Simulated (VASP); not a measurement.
Crystal: ZnO.

```
Zn O
1.0
     3.24931    0.00000    0.00000
    -1.62465    2.81398    0.00000
     0.00000    0.00000    5.20571
Zn O
2 2
Direct
  0.33333 0.66667 0.50000
  0.66667 0.33333 0.00000
  0.66667 0.33333 0.37901
  0.33333 0.66667 0.87901
```

| Quantity | Value |
| --- | --- |
| Program | VASP 6.6.1 |
| Task | relaxation of cell and atoms |
| Functional | PBE |
| Potentials or basis | VASP PAW PBE potentials, release 64 (Zn, O) |
| Cutoff | 520 eV |
| k mesh | 12 × 12 × 6 |
| Occupations | gaussian, width 0.02 eV |
| Spin | no spin polarisation |

At the start: pressure 6.0 GPa; volume 11.90 Å³/atom.

Question: How do energy, volume and symmetry change on relaxing?

Answer: Over 11 steps the energy falls by 9.4 meV/atom and the volume is 12.41 Å³/atom (+4.3 %); space group P6_3mc (No. 186, to 0.05 Å).

Step by step:
```csv
step,energy change (eV),largest force (eV/Å),pressure (GPa),volume (Å³)
1,0.0000,0.0740,6.01,47.60
2,-0.0277,0.0274,-2.75,50.74
3,-0.0376,0.0007,0.01,49.63
4,-0.0375,0.0017,-0.12,49.67
5,-0.0376,0.0101,0.06,49.61
6,-0.0376,0.0107,0.05,49.60
7,-0.0376,0.0119,0.07,49.60
8,-0.0376,0.0110,0.08,49.60
9,-0.0377,0.0110,0.01,49.62
10,-0.0377,0.0109,-0.03,49.64
11,-0.0377,0.0007,-0.01,49.63
```

Final structure:
```xyz
4
Lattice="3.2869 0.0000 0.0000 -1.6435 2.8466 0.0000 0.0000 0.0000 5.3040" Properties=species:S:1:pos:R:3 pbc="T T T"
Zn    0.0000    1.8977    2.6516
Zn    1.6435    0.9489    5.3036
O     1.6435    0.9489    2.0106
O     0.0000    1.8977    4.6626
```
